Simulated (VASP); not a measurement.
# Lithium: accuracy against cost in the plane-wave cutoff and SCF threshold, part 2 of 2

A convergence test on Lithium: the plane-wave cutoff and SCF threshold. The series runs use LDA. The start is a cell from a database of measured crystal structures.

VASP 6.6.1; LDA; plane waves and PAW (Li_sv).

Still holding for the runs below: This run has no spin polarisation. Its electron count is odd, so without a moment it is a metal by construction. The k-mesh is coarse for a metal.

So far. Step 7 (Plane-wave cutoff: ENCUT = 650): Against the run before the energy moves by +0.91 meV an atom and the pressure by -0.08 GPa, after 9 cycles in 2.6 s.

## (8) Plane-wave cutoff: ENCUT = 800

Contents of INCAR:

```
SYSTEM = Li
PREC = Accurate
ENCUT = 800
EDIFF = 1E-06
NELM = 100
ISMEAR = -1
SIGMA = 0.05
LREAL = .FALSE.
ALGO = Normal
GGA = CA
NBANDS = 7
LORBIT = 11
LWAVE = .FALSE.
LCHARG = .FALSE.
KPAR = 2
ISIF = 2
```

Contents of POSCAR:

```
Li
1.0
   -1.7546500000      1.7546500000      1.7546500000
    1.7546500000     -1.7546500000      1.7546500000
    1.7546500000      1.7546500000     -1.7546500000
Li
1
Direct
    0.0000000000      0.0000000000      0.0000000000
```

Contents of KPOINTS:

```
Automatic mesh
0
Gamma
11 11 11
0 0 0
```

Potentials, in the order of the species: Li_sv (PBE family, release 64).

Command:

```sh
$ mpirun -np 2 vasp_std
```

The log of the run:

```text
[... set-up lines as in an earlier step ...]
 entering main loop
       N       E                     dE             d eps       ncg     rms          rms(c)
DAV:   1     0.289687652193E+00    0.28969E+00   -0.89802E+02   784   0.384E+02
DAV:   2    -0.195075692325E+01   -0.22404E+01   -0.21479E+01  1155   0.438E+01
DAV:   3    -0.204461664110E+01   -0.93860E-01   -0.93820E-01   889   0.608E+00
DAV:   4    -0.204642274507E+01   -0.18061E-02   -0.18060E-02  1113   0.851E-01
DAV:   5    -0.204643147155E+01   -0.87265E-05   -0.87265E-05   945   0.557E-02    0.578E-01
DAV:   6    -0.204227350928E+01    0.41580E-02   -0.18928E-03  1274   0.214E-01    0.313E-01
DAV:   7    -0.204044983109E+01    0.18237E-02   -0.31810E-03  1414   0.297E-01    0.248E-02
DAV:   8    -0.204045704355E+01   -0.72125E-05   -0.84408E-05   861   0.869E-02    0.247E-03
DAV:   9    -0.204045698756E+01    0.55995E-07   -0.18123E-06  1162   0.131E-02
   1 F= -.20404570E+01 E0= -.20385582E+01  d E =-.379748E-02
```

Wall time 2.8 s (2 MPI ranks of Intel Xeon 6975P-C (Granite Rapids), shared host); peak memory 0.24 GiB; 4.1 s of CPU time.

Parts of OUTCAR (step 8):

```text
  Total       -0.2165341     -0.2165341     -0.2165341      0.0000000     -0.0000000      0.0000000
  in kB      -16.0548184    -16.0548184    -16.0548184      0.0000000     -0.0000000      0.0000000
  external PRESSURE =     -16.0548184 kB  Pullay stress =       0.0000000 kB

 POSITION                                       TOTAL-FORCE (eV/Angst)
 -----------------------------------------------------------------------------------
      0.00000      0.00000      0.00000         0.000000      0.000000     -0.000000
 -----------------------------------------------------------------------------------
    total drift:                               -0.000000     -0.000000     -0.000000

  FREE ENERGIE OF THE ION-ELECTRON SYSTEM (eV)
  ---------------------------------------------------
  free  energy   TOTEN  =        -2.0404569876 eV

  energy  without entropy=       -2.0366595114  energy(sigma->0) =       -2.03855825

[... 1 part as in an earlier step ...]

[... 2 further parts left out ...]
[key lines of the parts left out:]
E-fermi :   0.3530
```

Against the run before the energy moves by +1.26 meV an atom and the pressure by +0.08 GPa, after 9 cycles in 2.8 s.

## (9) Plane-wave cutoff: ENCUT = 1000

INCAR, as its differences from that of step 8:

```diff
@@ -2,3 +2,3 @@
 PREC = Accurate
-ENCUT = 800
+ENCUT = 1000
 EDIFF = 1E-06
```

POSCAR is that of step 8.

KPOINTS is that of step 8.

Command:

```sh
$ mpirun -np 2 vasp_std
```

The log of the run:

```text
[... set-up lines as in an earlier step ...]
 entering main loop
       N       E                     dE             d eps       ncg     rms          rms(c)
DAV:   1     0.593131618879E+00    0.59313E+00   -0.98412E+02   784   0.437E+02
DAV:   2    -0.193901257574E+01   -0.25321E+01   -0.23316E+01  1127   0.451E+01
DAV:   3    -0.204365649652E+01   -0.10464E+00   -0.10464E+00   938   0.736E+00
DAV:   4    -0.204675557424E+01   -0.30991E-02   -0.30991E-02  1085   0.115E+00
DAV:   5    -0.204676940850E+01   -0.13834E-04   -0.13834E-04   959   0.699E-02    0.576E-01
DAV:   6    -0.204263810658E+01    0.41313E-02   -0.19012E-03  1253   0.216E-01    0.312E-01
DAV:   7    -0.204080673348E+01    0.18314E-02   -0.31455E-03  1379   0.296E-01    0.243E-02
DAV:   8    -0.204081364247E+01   -0.69090E-05   -0.82512E-05   847   0.940E-02    0.152E-03
DAV:   9    -0.204081366691E+01   -0.24438E-07   -0.16787E-06  1183   0.134E-02
   1 F= -.20408137E+01 E0= -.20389154E+01  d E =-.379649E-02
```

The job ended after 2.6 s (2 MPI ranks; peak memory 0.27 GiB; 4.1 s of CPU time).

OUTCAR, selected parts (step 9):

```text
  Total       -0.2152134     -0.2152134     -0.2152134      0.0000000     -0.0000000      0.0000000
  in kB      -15.9568933    -15.9568933    -15.9568933      0.0000000     -0.0000000      0.0000000
  external PRESSURE =     -15.9568933 kB  Pullay stress =       0.0000000 kB

 POSITION                                       TOTAL-FORCE (eV/Angst)
 -----------------------------------------------------------------------------------
      0.00000      0.00000      0.00000         0.000000      0.000000     -0.000000
 -----------------------------------------------------------------------------------
    total drift:                               -0.000000      0.000000     -0.000000

  FREE ENERGIE OF THE ION-ELECTRON SYSTEM (eV)
  ---------------------------------------------------
  free  energy   TOTEN  =        -2.0408136669 eV

  energy  without entropy=       -2.0370171768  energy(sigma->0) =       -2.03891542

[... 1 part as in an earlier step ...]

[... 2 further parts left out ...]
[key lines of the parts left out:]
E-fermi :   0.3528
```

Against the run before the energy moves by -0.36 meV an atom and the pressure by +0.01 GPa, after 9 cycles in 2.6 s.

## (10) The plane-wave cutoff series as a table

This step: convergence of LDA results with the cutoff; plane waves and PAW (VASP 6.6.1).

No new run; the numbers come from the runs before.

Differences are taken from the run with ENCUT = 1000. Results of the series, by row:

```
     setting     status  energy less the reference (meV/atom)  pressure (GPa)  SCF cycles  wall time (s)
 ENCUT = 300  converged                                -465.3          -7.894          10            1.2
 ENCUT = 370  converged                                -46.26          -6.142           9            1.8
 ENCUT = 450  converged                                -2.316          -2.629           9              2
 ENCUT = 500  converged                                -1.795          -1.755           9            1.6
 ENCUT = 570  converged                                -1.815           -1.61           9            1.8
 ENCUT = 650  converged                               -0.9039          -1.686           9            2.6
 ENCUT = 800  converged                                0.3572          -1.605           9            2.8
ENCUT = 1000  converged                                     0          -1.596           9            2.6
```

## (11) SCF threshold: EDIFF = 0.01

This step: LDA; plane waves and PAW (Li_sv) (VASP 6.6.1).

EDIFF stops the electronic loop; forces need it tighter than energies do.

INCAR, as its differences from that of step 9:

```diff
@@ -2,4 +2,4 @@
 PREC = Accurate
-ENCUT = 1000
-EDIFF = 1E-06
+ENCUT = 650
+EDIFF = 0.01
 NELM = 100
```

POSCAR is that of step 9.

KPOINTS is that of step 9.

Command:

```sh
$ mpirun -np 2 vasp_std
```

The log of the run:

```text
[... set-up lines as in an earlier step ...]
 entering main loop
       N       E                     dE             d eps       ncg     rms          rms(c)
[... 3 cycles as in an earlier step ...]
DAV:   4    -0.204774106532E+01   -0.10109E-02   -0.10108E-02  1085   0.722E-01
DAV:   5    -0.204774574806E+01   -0.46827E-05   -0.46827E-05   630   0.434E-02    0.572E-01
DAV:   6    -0.204348666122E+01    0.42591E-02   -0.11131E-03   434   0.211E-01
   1 F= -.20434867E+01 E0= -.20415731E+01  d E =-.382710E-02
```

Wall time 1.8 s (2 MPI ranks); peak memory 0.24 GiB; 2.5 s of CPU time.

OUTCAR, selected parts (step 11):

```text
   ENCUT  =  650.0 eV  47.77 Ry    6.91 a.u.   6.32  6.32  6.32*2*pi/ulx,y,z

   NELECT =       3.0000    total number of electrons

 E-fermi :   0.3715

 k-point     1 :       0.0000    0.0000    0.0000
  band No.  band energies     occupation
      1     -44.9680      2.00000
      2      -3.0604      2.00000
      3      13.9615      0.00000
      4      13.9615      0.00000
      5      13.9615      0.00000
      6      18.9326      0.00000
      7      18.9327      0.00000

  Total       -0.4274767     -0.4274767     -0.4274767      0.0000000      0.0000000      0.0000000
  in kB      -31.6950544    -31.6950544    -31.6950544      0.0000000      0.0000000      0.0000000
  external PRESSURE =     -31.6950544 kB  Pullay stress =       0.0000000 kB

 POSITION                                       TOTAL-FORCE (eV/Angst)
 -----------------------------------------------------------------------------------
      0.00000      0.00000      0.00000        -0.000000     -0.000000      0.000000
 -----------------------------------------------------------------------------------
    total drift:                               -0.000000     -0.000000     -0.000000

  FREE ENERGIE OF THE ION-ELECTRON SYSTEM (eV)
  ---------------------------------------------------
  free  energy   TOTEN  =        -2.0434866612 eV

  energy  without entropy=       -2.0396595615  energy(sigma->0) =       -2.04157311

[... 6 parts as in an earlier step ...]

[... 10 further parts left out ...]
```

Numbers from this step:

```
SCF cycles              : 6
free energy (TOTEN)     : -2.043 eV
energy at zero smearing : -2.042 eV
Fermi energy            : 0.3715 eV
pressure                : -3.170 GPa
```

The series starts at -2.0416 eV an atom and -3.17 GPa, after 6 cycles in 1.8 s.

## (12) SCF threshold: EDIFF = 0.001

INCAR, as its differences from that of step 11:

```diff
@@ -3,3 +3,3 @@
 ENCUT = 650
-EDIFF = 0.01
+EDIFF = 0.001
 NELM = 100
```

POSCAR is that of step 11.

KPOINTS is that of step 11.

Command:

```sh
$ mpirun -np 2 vasp_std
```

The log of the run:

```text
[... set-up lines as in an earlier step ...]
 entering main loop
       N       E                     dE             d eps       ncg     rms          rms(c)
[... 4 cycles as in an earlier step ...]
DAV:   5    -0.204774584799E+01   -0.47800E-05   -0.47799E-05   847   0.433E-02    0.572E-01
DAV:   6    -0.204355932945E+01    0.41865E-02   -0.18303E-03  1141   0.211E-01    0.311E-01
DAV:   7    -0.204171142928E+01    0.18479E-02   -0.33952E-03  1351   0.315E-01    0.278E-02
DAV:   8    -0.204172299931E+01   -0.11570E-04   -0.12995E-04   420   0.107E-01
   1 F= -.20417230E+01 E0= -.20398187E+01  d E =-.380853E-02
```

The job ended after 2.2 s (2 MPI ranks; peak memory 0.24 GiB; 3.4 s of CPU time).

From OUTCAR (step 12):

```text
  Total       -0.2295945     -0.2295945     -0.2295945      0.0000000      0.0000000      0.0000000
  in kB      -17.0231741    -17.0231741    -17.0231741      0.0000000      0.0000000      0.0000000
  external PRESSURE =     -17.0231741 kB  Pullay stress =       0.0000000 kB

 POSITION                                       TOTAL-FORCE (eV/Angst)
 -----------------------------------------------------------------------------------
      0.00000      0.00000      0.00000         0.000000      0.000000      0.000000
 -----------------------------------------------------------------------------------
    total drift:                               -0.000000     -0.000000     -0.000000

  FREE ENERGIE OF THE ION-ELECTRON SYSTEM (eV)
  ---------------------------------------------------
  free  energy   TOTEN  =        -2.0417229993 eV

  energy  without entropy=       -2.0379144651  energy(sigma->0) =       -2.03981873

[... 2 parts as in an earlier step ...]

[... 1 further part left out ...]
[key lines of the parts left out:]
E-fermi :   0.3552
```

Against the run before the energy moves by +1.75 meV an atom and the pressure by +1.47 GPa, after 8 cycles in 2.2 s.

## (13) SCF threshold: EDIFF = 1E-04

INCAR, as its differences from that of step 12:

```diff
@@ -3,3 +3,3 @@
 ENCUT = 650
-EDIFF = 0.001
+EDIFF = 1E-04
 NELM = 100
```

POSCAR is that of step 12.

KPOINTS is that of step 12.

Command:

```sh
$ mpirun -np 2 vasp_std
```

The log of the run:

```text
[... set-up lines as in an earlier step ...]
 entering main loop
       N       E                     dE             d eps       ncg     rms          rms(c)
[... 7 cycles as in an earlier step ...]
DAV:   8    -0.204172313207E+01   -0.59094E-05   -0.79852E-05   602   0.839E-02
   1 F= -.20417231E+01 E0= -.20398190E+01  d E =-.380835E-02
```

The job ended after 2.2 s (2 MPI ranks; peak memory 0.24 GiB).

OUTCAR, selected parts (step 13):

```text
  Total       -0.2280323     -0.2280323     -0.2280323      0.0000000      0.0000000     -0.0000000
  in kB      -16.9073444    -16.9073444    -16.9073444      0.0000000      0.0000000     -0.0000000
  external PRESSURE =     -16.9073444 kB  Pullay stress =       0.0000000 kB

  FREE ENERGIE OF THE ION-ELECTRON SYSTEM (eV)
  ---------------------------------------------------
  free  energy   TOTEN  =        -2.0417231321 eV

  energy  without entropy=       -2.0379147805  energy(sigma->0) =       -2.03981896

[... 3 parts as in an earlier step ...]

[... 1 further part left out ...]
[key lines of the parts left out:]
E-fermi :   0.3550
```

Against the run before the energy stays within 0.01 meV an atom; the pressure moves by +0.01 GPa, after 8 cycles in 2.2 s.

## (14) SCF threshold: EDIFF = 1E-05

INCAR, as its differences from that of step 13:

```diff
@@ -3,3 +3,3 @@
 ENCUT = 650
-EDIFF = 1E-04
+EDIFF = 1E-05
 NELM = 100
```

POSCAR is that of step 13.

KPOINTS is that of step 13.

Command:

```sh
$ mpirun -np 2 vasp_std
```

The log of the run:

```text
[... set-up lines as in an earlier step ...]
 entering main loop
       N       E                     dE             d eps       ncg     rms          rms(c)
[... 7 cycles as in an earlier step ...]
DAV:   8    -0.204172342850E+01   -0.62058E-05   -0.82816E-05   854   0.839E-02
   1 F= -.20417234E+01 E0= -.20398193E+01  d E =-.380835E-02
```

Run time: 2.2 s. Hardware: 2 MPI ranks; peak memory 0.24 GiB; 3.5 s of CPU time.

Parts of OUTCAR (step 14):

```text
  Total       -0.2279302     -0.2279302     -0.2279302      0.0000000      0.0000000     -0.0000000
  in kB      -16.8997741    -16.8997741    -16.8997741      0.0000000      0.0000000     -0.0000000
  external PRESSURE =     -16.8997741 kB  Pullay stress =       0.0000000 kB

 POSITION                                       TOTAL-FORCE (eV/Angst)
 -----------------------------------------------------------------------------------
      0.00000      0.00000      0.00000        -0.000000      0.000000     -0.000000
 -----------------------------------------------------------------------------------
    total drift:                               -0.000000     -0.000000     -0.000000

  FREE ENERGIE OF THE ION-ELECTRON SYSTEM (eV)
  ---------------------------------------------------
  free  energy   TOTEN  =        -2.0417234285 eV

  energy  without entropy=       -2.0379150772  energy(sigma->0) =       -2.03981925

[... 2 parts as in an earlier step ...]

[... 1 further part left out ...]
[key lines of the parts left out:]
E-fermi :   0.3550
```

Against the run before the energy stays within 0.01 meV an atom and the pressure within 0.01 GPa, after 8 cycles in 2.2 s.

## (15) SCF threshold: EDIFF = 1E-06

INCAR, as its differences from that of step 14:

```diff
@@ -3,3 +3,3 @@
 ENCUT = 650
-EDIFF = 1E-05
+EDIFF = 1E-06
 NELM = 100
```

POSCAR is that of step 14.

KPOINTS is that of step 14.

Command:

```sh
$ mpirun -np 2 vasp_std
```

The log of the run:

```text
[... set-up lines as in an earlier step ...]
 entering main loop
       N       E                     dE             d eps       ncg     rms          rms(c)
[... 9 cycles as in an earlier step ...]
   1 F= -.20417234E+01 E0= -.20398193E+01  d E =-.380827E-02
```

Run time: 2.4 s. Hardware: 2 MPI ranks; peak memory 0.24 GiB.

From OUTCAR (step 15):

```text
[... 6 parts as in an earlier step ...]

[... 1 further part left out ...]
[key lines of the parts left out:]
E-fermi :   0.3549
```

Against the run before the energy stays within 0.01 meV an atom and the pressure within 0.01 GPa, after 9 cycles in 2.4 s.

## (16) SCF threshold: EDIFF = 1E-08

INCAR, as its differences from that of step 15:

```diff
@@ -3,3 +3,3 @@
 ENCUT = 650
-EDIFF = 1E-06
+EDIFF = 1E-08
 NELM = 100
```

POSCAR is that of step 15.

KPOINTS is that of step 15.

Command:

```sh
$ mpirun -np 2 vasp_std
```

The log of the run:

```text
[... set-up lines as in an earlier step ...]
 entering main loop
       N       E                     dE             d eps       ncg     rms          rms(c)
[... 8 cycles as in an earlier step ...]
DAV:   9    -0.204172343727E+01   -0.87646E-08   -0.16402E-06  1246   0.120E-02    0.429E-04
DAV:  10    -0.204172338356E+01    0.53706E-07   -0.10330E-07   924   0.226E-03    0.112E-04
DAV:  11    -0.204172338504E+01   -0.14813E-08   -0.62367E-09   700   0.692E-04
   1 F= -.20417234E+01 E0= -.20398192E+01  d E =-.380836E-02
```

Run time: 2.8 s. Hardware: 2 MPI ranks; peak memory 0.24 GiB; 4.5 s of CPU time.

From OUTCAR (step 16):

```text
  Total       -0.2286990     -0.2286990     -0.2286990      0.0000000     -0.0000000      0.0000000
  in kB      -16.9567798    -16.9567798    -16.9567798      0.0000000     -0.0000000      0.0000000
  external PRESSURE =     -16.9567798 kB  Pullay stress =       0.0000000 kB

  FREE ENERGIE OF THE ION-ELECTRON SYSTEM (eV)
  ---------------------------------------------------
  free  energy   TOTEN  =        -2.0417233850 eV

  energy  without entropy=       -2.0379150219  energy(sigma->0) =       -2.03981920

[... 3 parts as in an earlier step ...]

[... 1 further part left out ...]
[key lines of the parts left out:]
E-fermi :   0.3550
```

Against the run before the energy stays within 0.01 meV an atom; the pressure moves by -0.01 GPa, after 11 cycles in 2.8 s.

## (17) The SCF threshold series as a table

This step: convergence of LDA results with the threshold; plane waves and PAW (VASP 6.6.1).

No new run; the numbers come from the runs before.

Differences are taken from the run with EDIFF = 1E-08. Results of the series, by row:

```
      setting     status  energy less the reference (meV/atom)  pressure (GPa)  SCF cycles  wall time (s)
 EDIFF = 0.01  converged                                -1.754           -3.17           6            1.8
EDIFF = 0.001  converged                               4.70e-4          -1.702           8            2.2
EDIFF = 1E-04  converged                               2.40e-4          -1.691           8            2.2
EDIFF = 1E-05  converged                              -5.00e-5           -1.69           8            2.2
EDIFF = 1E-06  converged                              -1.00e-4          -1.686           9            2.4
EDIFF = 1E-08  converged                                     0          -1.696          11            2.8
```

## (18) What came out

```
plane-wave cutoff from which the energy stays within 10 meV/atom of the reference : ENCUT = 450
plane-wave cutoff from which the energy stays within 1 meV/atom of the reference  : ENCUT = 650
plane-wave cutoff from which the pressure stays within 0.2 GPa of the reference   : ENCUT = 500
spread of the pressure over the plane-wave cutoff                                 : 6.30 GPa
spread of the energy over the plane-wave cutoff                                   : 466 meV/atom
SCF threshold from which the energy stays within 10 meV/atom of the reference     : EDIFF = 0.01
SCF threshold from which the energy stays within 1 meV/atom of the reference      : EDIFF = 0.001
SCF threshold from which the pressure stays within 0.2 GPa of the reference       : EDIFF = 0.001
spread of the pressure over the SCF threshold                                     : 1.48 GPa
spread of the energy over the SCF threshold                                       : 1.75 meV/atom
```

**Reading.** From ENCUT = 650 on, the energy stays within 1 meV an atom of the reference, at 100 % of its time. The pressure holds within 0.2 GPa from ENCUT = 500 on. These cutoffs are 0.6 to 2 times the default of the data sets, about 500 eV; at the default the run is off by -1.8 meV an atom, -0.16 GPa, and at 1.3 times by -0.9 meV an atom, -0.09 GPa. Energy differences between like cells converge faster than these totals. From EDIFF = 0.001 on, the energy stays within 1 meV an atom of the reference, at 79 % of its time. The pressure holds within 0.2 GPa from EDIFF = 0.001 on. The loosest stop saves 5 of 11 cycles and costs -1.8 meV an atom, -1.47 GPa. Differences are taken from the run with ENCUT = 1000, which is itself not the exact limit. Forces vanish by symmetry in this cell, so the series can't test them. The runs at ENCUT = 300; ENCUT = 370 are over 30 meV an atom or 2 GPa off and describe the material poorly.

[Lines on the potential files, build, host, timing and source positions are cut from VASP's logs without a mark.]

[Logs are printed without paths, hosts, clocks, repeated set-up lines and the standing remarks that a program may print on its own settings, such as how far it seeks lower states.]

[Hosts, paths, dates, database ids (printed as entryN), source tags and the programs' standing remarks are cut or masked in the printed files.]

[A measured line is paired with the nearest computed mode of its activity, which favours agreement.]
